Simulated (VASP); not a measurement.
Calculation: MS2 meta-GGA, VASP's PBE PAW potentials (set 64) (plane waves; VASP).

VASP ran on this input.

**POSCAR**
```
Ni3Fe
1
    3.4905369507    -0.0000000000     0.0000000000
    0.0000000000     3.4905369507     0.0000000000
    0.0000000000    -0.0000000000     3.4905369507
Fe Ni
1 3
Direct
  0.0000000000   0.0000000000   0.0000000000
  0.0000000000   0.5000000000   0.5000000000
  0.5000000000   0.0000000000   0.5000000000
  0.5000000000   0.5000000000   0.0000000000
```

KPOINTS:
```
Automatic mesh
0
Gamma
8 8 8
0 0 0
```

### INCAR
```
SYSTEM = Ni3Fe
PREC = Accurate; ENCUT = 520; LREAL = .False.
LASPH = .True.
EDIFF = 1E-6; NELM = 100; ALGO = Normal
LMAXMIX = 4; LMIXTAU = .True.
ISMEAR = 1; SIGMA = 0.1
METAGGA = MS2
MAGMOM = 3.0 0.7 0.7 0.7
ISPIN = 2
IBRION = 2; NSW = 60; ISIF = 3
EDIFFG = -0.02
LWAVE = .False.; LCHARG = .False.; LORBIT = 10
```

POTCAR, in this order: Fe Ni (PBE.64 set). Program: vasp_std.

### Question
What will the output report for the number of irreducible k-points (NKPTS), largest plane-wave count, number of space-group operations, FFT grid (NGX, NGY, NGZ)?

### Answer

| Property | Result |
|---|---|
| number of irreducible k-points (NKPTS) | 35 |
| largest plane-wave count | 1189 |
| number of space-group operations | 48 |
| FFT grid (NGX, NGY, NGZ) | 28 × 28 × 28 |

The compound is Ni3Fe in the L1_2 structure. This run relaxes it. Symmetry was kept, so distortions that lower it aren't found. The start is the result of an earlier pass.
